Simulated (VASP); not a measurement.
Method: PBE GGA, VASP's PBE PAW potentials (set 64) (plane waves; VASP 6.6.1).

VASP input:

INCAR:
```
SYSTEM=WB
PREC=Accurate; ENCUT=520; LREAL=.False.
LASPH=.True.
EDIFF=1E-6; NELM=100; ALGO=Normal
LMAXMIX=6
ISMEAR=1; SIGMA=0.1
GGA=PE
IBRION=2; NSW=60; ISIF=3
EDIFFG=-0.01
LWAVE=.False.; LCHARG=.False.
```

### KPOINTS
```
kpoints
0
gamma
 12 12 12
0 0 0
```

**POSCAR**
```
WB
1
    2.7968602806     0.0000000000     0.0000000000
   -0.0000000000     2.7968602806    -0.0000000000
   -0.0000000000    -0.0000000000     2.7968602806
W B
1 1
Direct
  0.0000000000   0.0000000000   0.0000000000
  0.5000000000   0.5000000000   0.5000000000
```

POTCAR, in this order: W_sv B (PBE.64 set). Program: vasp_std.

What VASP printed:

**OSZICAR**
```
       N       E                     dE             d eps       ncg     rms          rms(c)
DAV:   1     0.960401852675E+02    0.96040E+02   -0.88360E+03  2016   0.149E+03
DAV:   2    -0.180653854989E+02   -0.11411E+03   -0.11015E+03  2180   0.372E+02
DAV:   3    -0.208523733000E+02   -0.27870E+01   -0.26820E+01  2480   0.529E+01
DAV:   4    -0.208786419598E+02   -0.26269E-01   -0.26243E-01  2152   0.524E+00
DAV:   5    -0.208789305300E+02   -0.28857E-03   -0.28848E-03  2548   0.537E-01    0.263E+01
DAV:   6    -0.190214620458E+02    0.18575E+01   -0.91061E+00  2220   0.255E+01    0.706E+00
DAV:   7    -0.189572756115E+02    0.64186E-01   -0.25190E-01  2120   0.419E+00    0.470E+00
DAV:   8    -0.189387622270E+02    0.18513E-01   -0.29987E-02  2276   0.154E+00    0.192E-01
DAV:   9    -0.189377920999E+02    0.97013E-03   -0.45787E-03  2256   0.456E-01    0.710E-02
DAV:  10    -0.189377674124E+02    0.24688E-04   -0.15045E-04  2180   0.166E-01    0.311E-02
DAV:  11    -0.189377673163E+02    0.96121E-07   -0.17454E-06  2196   0.172E-02
   1 F= -.18937767E+02 E0= -.18937953E+02  d E =-.189378E+02
       N       E                     dE             d eps       ncg     rms          rms(c)
DAV:   1    -0.189444725542E+02   -0.67051E-02   -0.15874E-01  2140   0.596E+00    0.107E+00
DAV:   2    -0.189381211338E+02    0.63514E-02   -0.21667E-02  2160   0.163E+00    0.167E-01
DAV:   3    -0.189375842802E+02    0.53685E-03   -0.84320E-04  2120   0.324E-01    0.867E-02
DAV:   4    -0.189374572119E+02    0.12707E-03   -0.32031E-04  2176   0.199E-01    0.806E-02
DAV:   5    -0.189374570285E+02    0.18347E-06   -0.22842E-05  2248   0.558E-02    0.955E-03
DAV:   6    -0.189374564955E+02    0.53298E-06   -0.20001E-06  1776   0.130E-02
   2 F= -.18937456E+02 E0= -.18937662E+02  d E =0.310821E-03
       N       E                     dE             d eps       ncg     rms          rms(c)
DAV:   1    -0.189410379238E+02   -0.35809E-02   -0.71810E-02  2132   0.399E+00    0.728E-01
DAV:   2    -0.189381587593E+02    0.28792E-02   -0.97374E-03  2144   0.110E+00    0.113E-01
DAV:   3    -0.189379155280E+02    0.24323E-03   -0.37875E-04  2124   0.218E-01    0.596E-02
DAV:   4    -0.189378615453E+02    0.53983E-04   -0.14847E-04  2164   0.136E-01    0.552E-02
DAV:   5    -0.189378656176E+02   -0.40723E-05   -0.10469E-05  2264   0.378E-02    0.629E-03
DAV:   6    -0.189378654315E+02    0.18611E-06   -0.98944E-07  1208   0.905E-03
   3 F= -.18937865E+02 E0= -.18938057E+02  d E =-.981152E-04
```

**OUTCAR**
```
------------------------ aborting loop because EDIFF is reached ----------------------------------------
  FORCE on cell =-STRESS in cart. coord.  units (eV):
  Direction    XX          YY          ZZ          XY          YZ          ZX
  --------------------------------------------------------------------------------------
  Total        0.0014843      0.0014843      0.0014843      0.0000000      0.0000000     -0.0000000
  in kB        0.1084648      0.1084648      0.1084648      0.0000000      0.0000000     -0.0000000
  external PRESSURE =       0.1084648 kB  Pullay stress =       0.0000000 kB
  volume of cell :       21.93
      direct lattice vectors                 reciprocal lattice vectors
     2.798863261  0.000000000  0.000000000     0.357287908 -0.000000000 -0.000000000
     0.000000000  2.798863261 -0.000000000    -0.000000000  0.357287908 -0.000000000
     0.000000000  0.000000000  2.798863261    -0.000000000  0.000000000  0.357287908
 POSITION                                       TOTAL-FORCE (eV/Angst)
 -----------------------------------------------------------------------------------
      0.00000      0.00000      0.00000        -0.000000     -0.000000      0.000000
      1.39943      1.39943      1.39943         0.000000      0.000000      0.000000
 -----------------------------------------------------------------------------------
    total drift:                               -0.000000      0.000000      0.000000
  FREE ENERGIE OF THE ION-ELECTRON SYSTEM (eV)
  ---------------------------------------------------
  free  energy   TOTEN  =       -18.9378654315 eV

  energy  without entropy=      -18.9384387944  energy(sigma->0) =      -18.93805655

 reached required accuracy - stopping structural energy minimisation
```
(Selected blocks of OUTCAR.)

File CONTCAR:
```
WB
   1.00000000000000
     2.7988632613406117    0.0000000000000000    0.0000000000000000
     0.0000000000000000    2.7988632613406117   -0.0000000000000000
     0.0000000000000000    0.0000000000000000    2.7988632613406117
  W               B
     1     1
Direct
     0.0000000000000000    0.0000000000000000    0.0000000000000000
     0.5000000000000000    0.5000000000000000    0.5000000000000000
```

The structure was generated: WB was put into the CsCl type type (Pm-3m), which need not be its known phase. This run relaxes it. Symmetry was kept, so distortions that lower it aren't found. The start is the result of an earlier pass. The electron count is odd and the run is not spin-polarised, which forces a metal.
